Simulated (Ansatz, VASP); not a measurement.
# CdH2 in two plane-wave programs, part 2 of 2

Wanted: the spread between two codes on one cell, functional and k mesh. The cell is generated by rule, not measured, and may not be a known phase. The cell is taken from a series of runs on this material, whose earlier steps may have relaxed, scaled, displaced or heated it; both programs get it as it stands.

VASP 6.6.1 and Ansatz 0.2.0.

So far: Set-up; Ansatz: relaxation of cell and atoms, PBEsol, pair 1; VASP: relaxation of cell and atoms, PBEsol, pair 1; Differences.

## (5) Ansatz: relaxation of cell and atoms, PBEsol, pair 2

Level of this step: Ansatz beside VASP: Kohn-Sham DFT, plane waves, PBEsol (Ansatz).

The relaxed volume is the usual yardstick between codes: in a stiff, nearly cubic crystal its relative difference is about their pressure difference at one cell divided by the bulk modulus. This pair takes another cell of the material, with 6 atoms against 3 for the pair before.

The cell is taken from a series of runs on this material, whose earlier steps may have relaxed, scaled, displaced or heated it; both programs get it as it stands.

input.yaml

```yaml
crystal:
  lattice:
    - [4.2603438847, 0.0, 0.0]
    - [0.0, 4.2603438847, 0.0]
    - [0.0, 0.0, 4.2603438847]
  atoms:
    - { symbol: Cd, position: [0.0, 0.0, 0.0] }
    - { symbol: Cd, position: [0.5, 0.5, 0.5] }
    - { symbol: H, position: [0.75, 0.75, 0.75] }
    - { symbol: H, position: [0.25, 0.75, 0.25] }
    - { symbol: H, position: [0.25, 0.25, 0.75] }
    - { symbol: H, position: [0.75, 0.25, 0.25] }
kpoints:
  mp_grid: { grid: [8, 8, 8] }
hamiltonian:
  xc: pbesol
scf:
  occupations: { method: methfessel_paxton, width: 0.15 }
output:
  forces: true
  stress: true
  eigenvalues: true
relax:
  adjacent_minimum: "off"
  f_tol: 0.001
  max_steps: 60
  cell: { stress_tol: 0.01 }
```

Launch:

```
$ ansatz run input.yaml --threads 4 --pin off --max-ram 7168MiB --backend cpu --events-out ev --progress --plain --runs-dir out
```

Numbers of over 12 decimals in the logs are rounded to 6 here.

Log:

```text
[...]
Crystal: 6 atoms, lattice volume = 77.327 Å³
Basis set: ecut = 420 eV, 1503 PW (Γ), exchange–correlation on 60×60×60 points (8 copies of the dense FFT grid, shifted against one another)
Bands: 28, of which v1, the nominal top of the filled ones, is band 22 counted from 1 (21 counted from 0)
Symmetry: 48 space group operations
[...]
k-points: 35 of 512
[...]
cell:  # Å, volume = 77.3275 Å³
    - [4.2603438847, 0.0, 0.0]
    - [0.0, 4.2603438847, 0.0]
    - [0.0, 0.0, 4.2603438847]
  atoms:
    - { symbol: Cd, position: [0.0, 0.0, 0.0] }
    - { symbol: Cd, position: [0.5, 0.5, 0.5] }
    - { symbol: H, position: [0.75, 0.75, 0.75] }
    - { symbol: H, position: [0.25, 0.75, 0.25] }
    - { symbol: H, position: [0.25, 0.25, 0.75] }
    - { symbol: H, position: [0.75, 0.25, 0.25] }
[key lines of the parts left out:]
SCF converged after 6 iterations
Free energy (F): -16428.998488 eV
Fermi energy:    5.720759 eV
P = ⅓ Tr σ = 0.0009 GPa (0.009 kbar)
```

## (6) VASP: relaxation of cell and atoms, PBEsol, pair 2

The same cell, functional, mesh and smearing now go to VASP, with its own data sets.

INCAR

```
SYSTEM = CdH2
PREC = Accurate
ENCUT = 500
EDIFF = 1E-07
NELM = 120
ISMEAR = 1
SIGMA = 0.15
LREAL = .FALSE.
ALGO = Normal
GGA = PS
NBANDS = 20
LORBIT = 11
LWAVE = .FALSE.
LCHARG = .FALSE.
ISIF = 3
IBRION = 2
NSW = 80
EDIFFG = -0.005
LASPH = .TRUE.
GGA_COMPAT = .FALSE.
NELMIN = 4
KPAR = 2
```

POSCAR

```
CdH2
1.0
    4.2603440000      0.0000000000      0.0000000000
    0.0000000000      4.2603440000      0.0000000000
    0.0000000000      0.0000000000      4.2603440000
Cd H
2 4
Direct
    0.0000000000      0.0000000000      0.0000000000
    0.5000000000      0.5000000000      0.5000000000
    0.7500000000      0.7500000000      0.7500000000
    0.2500000000      0.7500000000      0.2500000000
    0.2500000000      0.2500000000      0.7500000000
    0.7500000000      0.2500000000      0.2500000000
```

KPOINTS

```
Automatic mesh
0
Gamma
8 8 8
0 0 0
```

Potentials, in the order of the species: Cd and H (PBE family, release 64).

Launch:

```
$ mpirun -np 2 vasp_std
```

Log:

```text
[banner, memory and clock lines left out]
running    2 mpi-ranks, on    1 nodes
[...]
[... a notice as in an earlier step ...]

 LDA part: xc-table for (Slater+PW92), standard interpolation
 POSCAR, INCAR and KPOINTS ok, starting setup
[...]
entering main loop
       N       E                     dE             d eps       ncg     rms          rms(c)
DAV:   1     0.168269098601E+03    0.16827E+03   -0.13826E+04  1400   0.126E+03
DAV:   2    -0.969241681023E+01   -0.17796E+03   -0.17202E+03  1460   0.322E+02
DAV:   3    -0.151791851565E+02   -0.54868E+01   -0.54748E+01  1620   0.630E+01
DAV:   4    -0.151952741719E+02   -0.16089E-01   -0.16087E-01  1512   0.323E+00
[...]
DAV:  13    -0.138272923983E+02    0.57846E-06   -0.12018E-06  1304   0.764E-03    0.166E-03
DAV:  14    -0.138272925072E+02   -0.10898E-06   -0.25157E-07  1208   0.415E-03    0.999E-04
DAV:  15    -0.138272924628E+02    0.44411E-07   -0.51323E-08   792   0.259E-03
   1 F= -.13827292E+02 E0= -.13827696E+02  d E =-.138273E+02
[...]
DAV:   5    -0.138275327888E+02    0.21016E-05   -0.80411E-06  1484   0.369E-02    0.516E-03
DAV:   6    -0.138275329589E+02   -0.17014E-06   -0.15389E-06  1532   0.106E-02    0.103E-03
DAV:   7    -0.138275329298E+02    0.29078E-07   -0.11564E-07   840   0.259E-03
   2 F= -.13827533E+02 E0= -.13827945E+02  d E =-.240467E-03
 trial-energy change:   -0.000240  1 .order   -0.000239   -0.000339   -0.000139
 step:   1.6406(harm=  1.6935)  dis= 0.00000  next Energy=   -13.827578 (dE=-0.285E-03)
[...]
N       E                     dE             d eps       ncg     rms          rms(c)
DAV:   1    -0.138286220554E+02   -0.10891E-02   -0.20379E-02  1500   0.178E+00    0.241E-01
DAV:   2    -0.138276729194E+02    0.94914E-03   -0.26198E-03  1500   0.724E-01    0.738E-02
DAV:   3    -0.138276036976E+02    0.69222E-04   -0.19685E-04  1520   0.162E-01    0.702E-02
DAV:   4    -0.138275864104E+02    0.17287E-04   -0.32914E-05  1480   0.507E-02    0.135E-02
DAV:   5    -0.138275856558E+02    0.75459E-06   -0.33548E-06  1460   0.238E-02    0.335E-03
DAV:   6    -0.138275857514E+02   -0.95627E-07   -0.64276E-07  1440   0.682E-03
   3 F= -.13827586E+02 E0= -.13828003E+02  d E =-.293289E-03
[...]
reached required accuracy - stopping structural energy minimisation
```

Parts of OUTCAR (step 6):

```text
  Total        0.0059750      0.0059750      0.0059750     -0.0000000      0.0000000     -0.0000000
  in kB        0.1232195      0.1232195      0.1232195     -0.0000000      0.0000000     -0.0000000
  external PRESSURE =       0.1232195 kB  Pullay stress =       0.0000000 kB

 POSITION                                       TOTAL-FORCE (eV/Angst)
 -----------------------------------------------------------------------------------
      0.00000      0.00000      0.00000        -0.000000      0.000000      0.000000
      2.13350      2.13350      2.13350         0.000000      0.000000      0.000000
      3.20025      3.20025      3.20025        -0.000000     -0.000000      0.000000
      1.06675      3.20025      1.06675         0.000000      0.000000     -0.000000
      1.06675      1.06675      3.20025        -0.000000      0.000000     -0.000000
      3.20025      1.06675      1.06675        -0.000000     -0.000000     -0.000000
 -----------------------------------------------------------------------------------
    total drift:                               -0.000000      0.000000     -0.000000

  FREE ENERGIE OF THE ION-ELECTRON SYSTEM (eV)
  ---------------------------------------------------
  free  energy   TOTEN  =       -13.8275857514 eV

  energy  without entropy=      -13.8288363932  energy(sigma->0) =      -13.82800263

[... 1 part as in an earlier step ...]

[... 3 further parts left out ...]
[key lines of the parts left out:]
E-fermi :  -0.9839
```

The gap is under twice the smearing width, so the edge states are partly filled and the run can't tell a small gap from a semimetal. Methfessel-Paxton smearing is not meant for a cell with a gap.

## (7) Differences

What differs besides the data sets and the points named for the pairs above, as far as they apply: the data sets hold 44 valence electrons in Ansatz (on its default PAW (the set named soft_2) files) and 28 in VASP. Total energies have different zeros and are not compared.

Both answers:

```
                                         quantity  Ansatz   VASP  difference
                                      volume (Å³)   77.33  77.69     -0.47 %
edge a after relaxation, in the typed setting (Å)   4.260  4.267     -0.16 %
```

## (8) Ansatz: relaxation of cell and atoms, PBEsol, pair 3

The relaxed volume is the usual yardstick between codes: in a stiff, nearly cubic crystal its relative difference is about their pressure difference at one cell divided by the bulk modulus. Its start cell is another than that of the pair before, and may be another structure of the material.

The cell is taken from a series of runs on this material, whose earlier steps may have relaxed, scaled, displaced or heated it; both programs get it as it stands.

input.yaml, the sections that differ from step 5:

```yaml
crystal:
  lattice:
    - [3.1281905874, 0.0, 0.0]
    - [0.0, 3.1281905874, 0.0]
    - [0.0, 0.0, 8.2976365869]
  atoms:
    - { symbol: Cd, position: [0.5, 0.5, 0.5] }
    - { symbol: Cd, position: [0.0, 0.0, 0.0] }
    - { symbol: H, position: [0.0, 0.5, 0.6235320328] }
    - { symbol: H, position: [0.5, 0.0, 0.3764679672] }
    - { symbol: H, position: [0.0, 0.5, 0.1235320328] }
    - { symbol: H, position: [0.5, 0.0, 0.8764679672] }
kpoints:
  mp_grid: { grid: [8, 8, 4] }
scf:
  occupations: { method: fixed }
# hamiltonian, output, relax: as in step 5
```

Launch:

```
$ ansatz run input.yaml --threads 4 --pin off --max-ram 7168MiB --backend cpu --events-out ev --progress --plain --runs-dir out
```

Log:

```text
[...]
Crystal: 6 atoms, lattice volume = 81.197 Å³
Basis set: ecut = 420 eV, 1635 PW (Γ), exchange–correlation on 48×48×120 points (8 copies of the dense FFT grid, shifted against one another)
Bands: 28, of which v1, the nominal top of the filled ones, is band 22 counted from 1 (21 counted from 0)
Symmetry: 16 space group operations
[...]
k-points: 45 of 256
[...]
cell:  # Å, volume = 81.1659 Å³
    - [3.127485, 0.0, 0.0]
    - [0.0, 3.127485, 0.0]
    - [0.0, 0.0, 8.298185]
  atoms:
    - { symbol: Cd, position: [0.5, 0.5, 0.5] }
    - { symbol: Cd, position: [0, 0, 0] }
    - { symbol: H, position: [0, 0.5, 0.623609] }
    - { symbol: H, position: [0.5, 0, 0.376391] }
    - { symbol: H, position: [0, 0.5, 0.123609] }
    - { symbol: H, position: [0.5, 0, 0.876391] }
[key lines of the parts left out:]
SCF converged after 4 iterations
Free energy (F): -16429.092309 eV
Fermi energy:    5.164517 eV
P = ⅓ Tr σ = -0.0005 GPa (-0.005 kbar)
```

## (9) VASP: relaxation of cell and atoms, PBEsol, pair 3

The same cell, functional and mesh now go to VASP, with its own data sets.

Changes to INCAR since step 6:

```diff
@@ -5,4 +5,4 @@
 NELM = 120
-ISMEAR = 1
-SIGMA = 0.15
+ISMEAR = 0
+SIGMA = 0.01
 LREAL = .FALSE.
@@ -21,2 +21,3 @@
 NELMIN = 4
+EFERMI = MIDGAP
 KPAR = 2
```

POSCAR

```
CdH2
1.0
    3.1281910000      0.0000000000      0.0000000000
    0.0000000000      3.1281910000      0.0000000000
    0.0000000000      0.0000000000      8.2976370000
Cd H
2 4
Direct
    0.4999998402      0.4999998402      0.4999999397
    0.0000000000      0.0000000000      0.0000000000
    0.0000000000      0.4999998402      0.6235319766
    0.4999998402      0.0000000000      0.3764679028
    0.0000000000      0.4999998402      0.1235320369
    0.4999998402      0.0000000000      0.8764679631
```

KPOINTS

```
Automatic mesh
0
Gamma
8 8 4
0 0 0
```

Launch:

```
$ mpirun -np 2 vasp_std
```

Log:

```text
[... set-up lines as in an earlier step ...]
 entering main loop
       N       E                     dE             d eps       ncg     rms          rms(c)
DAV:   1     0.169046110624E+03    0.16905E+03   -0.13715E+04  1808   0.125E+03
DAV:   2    -0.955507887302E+01   -0.17860E+03   -0.17290E+03  1900   0.319E+02
DAV:   3    -0.151921070064E+02   -0.56370E+01   -0.56234E+01  2156   0.638E+01
DAV:   5    -0.152100816956E+02   -0.81497E-04   -0.81497E-04  2052   0.208E-01    0.990E+00
[...]
DAV:  13    -0.139237603872E+02    0.64192E-07   -0.21977E-06  1900   0.103E-02    0.133E-03
DAV:  14    -0.139237605246E+02   -0.13733E-06   -0.28460E-07  1596   0.442E-03    0.891E-04
DAV:  15    -0.139237605224E+02    0.22001E-08   -0.37080E-08   944   0.225E-03
   1 F= -.13923761E+02 E0= -.13923761E+02  d E =-.139238E+02
[... from here on, the cycles between the ionic steps are left out ...]
   2 F= -.13924151E+02 E0= -.13924151E+02  d E =-.390313E-03
   3 F= -.13924185E+02 E0= -.13924185E+02  d E =-.424203E-03
   4 F= -.13924185E+02 E0= -.13924185E+02  d E =-.424883E-03
   5 F= -.13924185E+02 E0= -.13924185E+02  d E =-.424710E-03
   6 F= -.13924210E+02 E0= -.13924210E+02  d E =-.250163E-04
   7 F= -.13924271E+02 E0= -.13924271E+02  d E =-.860038E-04
   8 F= -.13924333E+02 E0= -.13924333E+02  d E =-.147500E-03
[...]
reached required accuracy - stopping structural energy minimisation
```

OUTCAR, selected parts (step 9):

```text
  Total        0.0037945      0.0037945     -0.0294031      0.0000000      0.0000000      0.0000000
  in kB        0.0748391      0.0748391     -0.5799147      0.0000000      0.0000000      0.0000000
  external PRESSURE =      -0.1434121 kB  Pullay stress =       0.0000000 kB

 POSITION                                       TOTAL-FORCE (eV/Angst)
 -----------------------------------------------------------------------------------
      1.56410      1.56410      4.15067        -0.000000      0.000000      0.000000
      3.12821      0.00000      8.30134        -0.000000      0.000000      0.000000
      0.00000      1.56410      5.18389         0.000000      0.000000      0.000973
      1.56410      0.00000      3.11745         0.000000      0.000000     -0.000973
      0.00000      1.56410      1.03322        -0.000000      0.000000      0.000973
      1.56410      0.00000      7.26812        -0.000000      0.000000     -0.000973
 -----------------------------------------------------------------------------------
    total drift:                                0.000191      0.000191      0.000271

  FREE ENERGIE OF THE ION-ELECTRON SYSTEM (eV)
  ---------------------------------------------------
  free  energy   TOTEN  =       -13.9243327322 eV

  energy  without entropy=      -13.9243327322  energy(sigma->0) =      -13.92433273

[... 1 part as in an earlier step ...]

[... 3 further parts left out ...]
[key lines of the parts left out:]
E-fermi :  -0.1188
```

The run keeps the 16 symmetry operations of its start, so it cannot find a distortion of lower symmetry.

## (10) Side by side

What differs besides the data sets and the points named for the pairs above, as far as they apply: fixed occupations in Ansatz, narrow Gaussian smearing in VASP; the data sets hold 44 valence electrons in Ansatz (on its default PAW (the set named soft_2) files) and 28 in VASP. Total energies have different zeros and are not compared.

Both answers:

```
                                         quantity  Ansatz   VASP  difference
                                      volume (Å³)   81.17  81.23     -0.08 %
edge a after relaxation, in the typed setting (Å)   3.127  3.128     -0.02 %
edge c after relaxation, in the typed setting (Å)   8.298  8.301     -0.04 %
```

## (11) Summary of results

```
difference in volume (relaxation of cell and atoms, PBEsol, pair 1) : -0.39 %
difference in volume (relaxation of cell and atoms, PBEsol, pair 2) : -0.47 %
difference in volume (relaxation of cell and atoms, PBEsol, pair 3) : -0.084 %
```

What this shows: The difference in volume is -0.47 % (relaxation of cell and atoms, PBEsol, pair 2), within the 1.2 % picked in this series as the mark of a large difference, as far as the stopping tolerances let one tell. The data sets hold unlike numbers of valence electrons (22 in Ansatz and 14 in VASP and 44 in Ansatz and 28 in VASP), so part of the differences comes from the potentials. 3 further runs of this series are not shown here. Such differences can come from data sets, numerical settings and the points named under the comparisons, not from the functional's error against experiment.

[Lines on the potential files, build, host, timing and source positions are cut from VASP's logs without a mark.]

[Logs are printed without paths, hosts, clocks, repeated set-up lines and the standing remarks that a program may print on its own settings, such as how far it seeks lower states.]

[Hosts, paths, dates, database ids (printed as entryN), source tags and the programs' standing remarks are cut or masked in the printed files.]
